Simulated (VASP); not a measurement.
```xyz
2
Lattice="2.8219 0.0000 0.0000 0.0000 2.8219 0.0000 0.0000 0.0000 2.8219" Properties=species:S:1:pos:R:3 pbc="T T T"
Al     1.4110     1.4110     1.4110
Co     0.0000     0.0000     0.0000
```

All values below come from PBEsol GGA, VASP's PBE PAW potentials (set 64) (plane waves; VASP). Numerical set-up: 530 eV cut-off, 12×12×12 Γ-centred mesh, first-order Methfessel-Paxton smearing of 0.10 eV, potentials Al Co.

Finite-difference elastic constants of metals are sensitive to mesh and smearing; shear constants can be off by tens of GPa.

Problem. Give the elastic stiffness tensor with the ions relaxed (GPa, in the frame of the cell).

Solution. 
```csv
,xx,yy,zz,yz,xz,xy
xx,314,134,134,0.0,0.0,0.0
yy,134,314,134,0.0,0.0,0.0
zz,134,134,314,0.0,0.0,0.0
yz,0.0,0.0,0.0,154,0.0,0.0
xz,0.0,0.0,0.0,0.0,154,0.0
xy,0.0,0.0,0.0,0.0,0.0,154
```

Problem. What does the run give for the Hill bulk modulus, Hill shear modulus, Young's modulus, Poisson's ratio?

Solution. 
The Hill bulk modulus comes out as 1940 kbar. The Hill shear modulus comes out as 124 GPa. The Young's modulus is 308 GPa and the Poisson's ratio comes out as 0.236.

The compound is CoAl in the CsCl type structure. It was relaxed first. The run is not spin-polarised, so no magnetic state was tried.
